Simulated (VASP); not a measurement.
Energy against volume of Cs (bcc). Computed with PBE GGA with D3 dispersion (zero damping), VASP's PBE PAW potentials (set 64) (plane waves; VASP 6.6.1). Numerical set-up: 520 eV cut-off, 9×9×9 Γ-centred mesh, first-order Methfessel-Paxton smearing of 0.10 eV, potentials Cs_sv.

```csv
V (Å³/atom),E (eV/atom)
110.086,-0.96226
113.490,-0.96335
116.895,-0.96295
120.300,-0.96119
```

### Question
Fit these four points and predict the energy of the run at 106.681 Å³/atom.

### Answer
A cubic in V^(−2/3), the third-order Birch-Murnaghan form, passes through the four points with V0 = 114.24 Å³/atom and B0 = 2 GPa, and gives -0.9595 eV/atom there. The run gave -0.9595 eV/atom, +0.1 meV/atom from the fit; all five points give B0 = 2 GPa.

The compound is Cs in the bcc structure. It was relaxed first.
